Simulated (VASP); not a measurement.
A run of VASP 6.6.1 is set up as follows.

Contents of POSCAR:

```
Ta
1.0
   -1.6407700000      1.6407700000      1.6407700000
    1.6407700000     -1.6407700000      1.6407700000
    1.6407700000      1.6407700000     -1.6407700000
Ta
1
Direct
    0.0000000000      0.0000000000      0.0000000000
```

The input INCAR.step1:

```
PREC = Accurate
ENCUT = 520
EDIFF = 1E-5
ISMEAR = 0
SIGMA = 0.1
LREAL = F
LASPH = T
NELM = 100
ALGO = Normal
ISIF = 2
LWAVE = T
LCHARG = F
NBANDS = 12
GGA = PE
```

File INCAR.step2:

```
PREC = Accurate
ENCUT = 520
EDIFF = 1E-7
ISMEAR = 0
SIGMA = 0.1
LREAL = F
LASPH = T
NELM = 100
ALGO = Normal
ISIF = 2
LWAVE = F
LCHARG = F
GGA = PE
LHFCALC = T
HFSCREEN = 0.2
PRECFOCK = Fast
NBANDS = 12
ISTART = 1
```

File KPOINTS:

```
regular mesh
0
Gamma
  8 8 8
```

Potentials or basis: VASP PAW PBE potentials, release 64 (Ta_pv).

Run with:

```console
$ cat potpaw_PBE.64/Ta_pv/POTCAR > POTCAR
$ cp INCAR.step1 INCAR
$ mpirun -np 1 vasp_std > vasp.out
$ cp INCAR.step2 INCAR
$ mpirun -np 1 vasp_std > vasp.out
```

Problem. What does it give for the band gap on the k mesh?

Solution. None (metal or under the smearing width).

Problem. What does it give for the pressure?

Solution. 0.7 GPa.

Caveat: the PAW data sets were made with another functional, which shifts forces and pressure a little. Spin-orbit coupling is left out, which matters for the levels of Ta.
